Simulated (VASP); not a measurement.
A convergence study with VASP on Ti (hcp): one setting is varied, all else stays as given below, so the limit is that of these other settings.

```xyz
2
Lattice="1.4750 -2.5548 0.0000 1.4750 2.5548 0.0000 0.0000 0.0000 4.6800" Properties=species:S:1:pos:R:3 pbc="T T T"
Ti     1.4750     0.8516     1.1700
Ti     1.4750    -0.8516     3.5100
```

Level of theory: PBE GGA, VASP's PBE PAW potentials (set 64) (plane waves; VASP). The tightest run used: 550 eV cut-off, 24×24×14 Γ-centred mesh, tetrahedra with Blöchl corrections, potentials Ti_sv.

| setting | E (eV/atom) | pressure (GPa) | irreducible k-points |
|---|---|---|---|
| 3×3×2 mesh | -7.8244 | -2.78 | 6 |
| 4×4×2 mesh | -7.8178 | -1.79 | 8 |
| 5×5×3 mesh | -7.8353 | -1.91 | 10 |
| 6×6×3 mesh | -7.8218 | -1.53 | 14 |

**Question.** These are the cheaper rows. Estimate the results at 24×24×14 mesh, and how far the last row shown lies from them.

**Answer.** 
```csv
quantity,tightest run,last row shown is off by
E (eV/atom),-7.8345,0.0127
pressure (GPa),-1.79,0.26
```

Left out are rungs that failed or repeat a setting and relaxations that didn't move; long series are thinned to 24 rows.

The compound is Ti in the hcp structure. The cell was not relaxed at this level.
